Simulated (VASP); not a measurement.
Runs of VASP 6.6.1 on OsI. Symmetry: Pm-3m, No. 221, cubic system. Conventional cell: a = 3.840 Å, b = 3.840 Å, c = 3.840 Å, α = 90.00°, β = 90.00°, γ = 90.00°. Os (site symmetry m-3m) is surrounded by 8 I at 3.33 Å. I (site symmetry m-3m) has 8 Os at 3.33 Å as nearest neighbours. The cell was built by a generator and needn't be a form met in nature.

| task | level | potentials or basis | cell | cutoff (eV) | smearing | other keys | gap on the mesh (eV) | pressure (GPa) |
| --- | --- | --- | --- | --- | --- | --- | --- | --- |
| single point | PBE | VASP PAW PBE potentials, release 64 (Os, I) | as given | 520 | fermi-dirac 0.05 eV | - | none | -18.8 |
| relaxation of cell and atoms | PBE | VASP PAW PBE potentials, release 64 (Os, I) | relaxed | 600 | gaussian 0.05 eV | - | none | 0.0 |
| optical spectrum | r2SCAN+D3(BJ) | VASP PAW PBE potentials, release 54 (Os, I) | volume scaled by 0.92 | 520 | tetrahedron | several, not listed | none | (a) |
| relaxation of the atoms | RPBE | VASP PAW PBE potentials, release 64 (Os, I) | atoms relaxed | 520 | gaussian 0.05 eV | - | none | -17.2 |

Alike in all rows: no spin polarisation; k mesh 7 × 7 × 7.

Task: Estimate the missing entries.

Result: (a) -21.6.

Caveats: an odd number of electrons without spin polarisation forces a metal; a magnetic or distorted state may lie lower; the PAW data sets were made with another functional, which shifts forces and pressure a little (some runs); so large a pressure means that the cell lies far from this level's equilibrium, or that cutoff or potentials fall short (some runs); pairwise dispersion overbinds metals, which lowers pressure and volume (some runs); tetrahedron occupations give inexact forces and stress in metals (some runs).

A k mesh can miss the band edges, and the runs leave out spin-orbit coupling on I, Os.

A gap of «none» marks a metal or a gap under the smearing width.
